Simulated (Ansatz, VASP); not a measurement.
## One calculation of Be2CdS2, two programs

File INCAR:

```
SYSTEM = Be2CdS2
  ALGO = Normal
  EDIFF = 1E-6
  ENCUT = 520
  GGA = PE
  ISIF = 2
  ISMEAR = 0
  LASPH = .TRUE.
  LCHARG = .FALSE.
  LREAL = .FALSE.
  LWAVE = .FALSE.
  NBANDS = 22
  NELM = 60
  PREC = Accurate
  SIGMA = 0.1
```

KPOINTS

```
k-points
0
G
  6 6 2
  0 0 0
```

Contents of POSCAR:

```
Be2CdS2
1.0
    3.7726590800      0.0000000000      0.0000000000
   -1.8863295400      3.2672186100      0.0000000000
    0.0000000000      0.0000000000      8.1387649700
Be Cd S
2 1 2
Direct
    0.3333333300      0.6666666700      0.5000000000
    0.6666666700      0.3333333300      0.5000000000
    0.0000000000      0.0000000000      0.5000000000
    0.0000000000      0.0000000000      0.2458525400
    0.0000000000      0.0000000000      0.7541474600
```

Input for Ansatz:

```yaml
crystal:
  lattice:
    - [3.77265908, 0.0, 0.0]
    - [-1.88632954, 3.26721861, 0.0]
    - [0.0, 0.0, 8.13876497]
  atoms:
    - { symbol: Be, position: [0.33333333, 0.66666667, 0.5] }
    - { symbol: Be, position: [0.66666667, 0.33333333, 0.5] }
    - { symbol: Cd, position: [0.0, 0.0, 0.5] }
    - { symbol: S, position: [0.0, 0.0, 0.24585254] }
    - { symbol: S, position: [0.0, 0.0, 0.75414746] }
basis:
  ecutwfc: 420
kpoints:
  mp_grid: { grid: [6, 6, 2] }
hamiltonian:
  xc: pbe
scf:
  occupations: { method: gaussian, width: 0.1 }
  lower_state_search: "off"
output:
  forces: true
  stress: true
  eigenvalues: true
```

Alike in both runs: task single point; functional PBE; k mesh 6 × 6 × 2; occupations gaussian, width 0.1 eV; no spin polarisation.

|  | VASP | Ansatz |
| --- | --- | --- |
| version | VASP 6.6.1 | Ansatz 0.2.0 |
| potentials or method | VASP PAW PBE potentials, release 64 (Be, Cd, S) | scalar-relativistic, plane waves, PAW |
| plane-wave cutoff (eV) | 520 | 420 |
| valence electrons in the cell | 28 | 36 |

```tsv
	VASP	Ansatz	Ansatz less VASP
gap on the k mesh at the Fermi level (eV)	none	none	-
pressure (GPa)	27.3	26.7	-0.60
largest component of the traceless stress (GPa)	16.20	15.48	-0.714
rms of the force components (eV/Å)	2.398	2.324	-0.0742
```

Atom by atom the forces differ by 0.074 eV/Å (rms over components). A gap of «none» marks a metal or a gap that the smearing closes. With one functional, cell and mesh, what is left measures potentials, basis and numerics. The two sets of potentials don't hold the same shells in valence.

Caveats: the k mesh is coarse (spacing up to 0.39 Å⁻¹), so the values aren't converged; so large a pressure means that the cell lies far from this level's equilibrium, or that cutoff or potentials fall short (VASP); forces of over 1 eV/Å show positions far from the minimum, so gaps and moduli don't describe the material at rest.
